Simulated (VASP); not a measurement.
An input for Ansatz (written as the equivalent of a VASP run, and not itself run):

Ansatz 0.2 input:
```yaml
crystal:
  lattice:
    - [0.0000000, 2.4059050, 2.4059050]
    - [2.4059050, 0.0000000, 2.4059050]
    - [2.4059050, 2.4059050, 0.0000000]
  atoms:
    - { symbol: Ca, position: [0.0000000, 0.0000000, 0.0000000] }
kpoints:
  mp_grid: { grid: [9, 9, 9] }
hamiltonian:
  xc: lda
  pseudopotentials: { kind: paw }
scf:
  occupations: { method: gaussian, width: 0.05 }
  max_iter: 100
relax:
  max_steps: 40
  f_tol: 0.02
  cell: { p_target: 20 }
output: { forces: true, stress: true, eigenvalues: true }
```

**Question.** Translate this input to VASP (INCAR, KPOINTS, POSCAR, choice of POTCAR).

**Answer.** Several could match; the one computed here: 
**KPOINTS**
```
Automatic mesh
0
Gamma
9 9 9
0 0 0
```

### INCAR
```
SYSTEM  =  Ca
PREC  =  Accurate; ENCUT  =  500; LREAL  =  .False.
LASPH  =  .True.
EDIFF  =  1E-6; NELM  =  100; ALGO  =  Normal
ISMEAR  =  0; SIGMA  =  0.05
IBRION  =  2; NSW  =  40; ISIF  =  3
EDIFFG  =  -0.02; PSTRESS  =  200
LWAVE  =  .False.; LCHARG  =  .False.
```

**POSCAR**
```
Ca
1
    0.0000000000     2.4059049910     2.4059049910
    2.4059049910     0.0000000000     2.4059049910
    2.4059049910     2.4059049910     0.0000000000
Ca
1
Direct
  0.0000000000   0.0000000000   0.0000000000
```

POTCAR, in this order: Ca_sv (LDA.64 set). Program: vasp_std.

Limits of the translation: each code has its own PAW files, so the cut-off isn't converted (ENCUT is set for VASP's; basis.ecutwfc is left out, and Ansatz then takes the one that its files recommend); Ansatz stops its SCF on the density residual and VASP on the energy change (EDIFF); Ansatz's lda is the Perdew-Wang form, while the LDA potentials of VASP carry Perdew-Zunger's.

The compound is Ca in the fcc structure. This run relaxes it under an external pressure of 20 GPa. Symmetry was kept, so distortions that lower it aren't found.
